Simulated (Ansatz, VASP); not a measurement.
# Two plane-wave programs on Ge2BiP3

```
Ge Bi P
1.0
     4.64423    0.00000    0.00000
    -2.32211    4.02202    0.00000
     0.00000    0.00000    5.68799
Ge Bi P
2 1 3
Direct
  0.66667 0.33333 0.33333
  0.33333 0.66667 0.66667
  0.00000 0.00000 0.00000
  0.66667 0.33333 0.83333
  0.33333 0.66667 0.16667
  0.00000 0.00000 0.50000
```

Alike in both runs: task single point; functional PBE; k mesh 6 × 6 × 4; occupations gaussian, width 0.1 eV; no spin polarisation.

```csv
,VASP,Ansatz
version,VASP 6.6.1,Ansatz 0.2.0
potentials or method,"VASP PAW PBE potentials, release 64 (Ge_d, Bi_d, P)","scalar-relativistic, plane waves, PAW"
plane-wave cutoff (eV),520,420
valence electrons in the cell,58,58
```

|  | VASP | Ansatz | Ansatz less VASP |
| --- | --- | --- | --- |
| gap on the k mesh at the Fermi level (eV) | none | none | - |
| pressure (GPa) | 7.2 | 7.2 | +0.04 |
| largest component of the traceless stress (GPa) | 0.90 | 0.91 | +0.013 |
| rms of the force components (eV/Å) | 0.286 | 0.286 | +0.0002 |

Atom by atom the forces differ by 0.000 eV/Å (rms over components). A gap of «none» marks a metal or a gap that the smearing closes.

Caveats: spin-orbit coupling is left out, which moves the levels of the heavy elements.
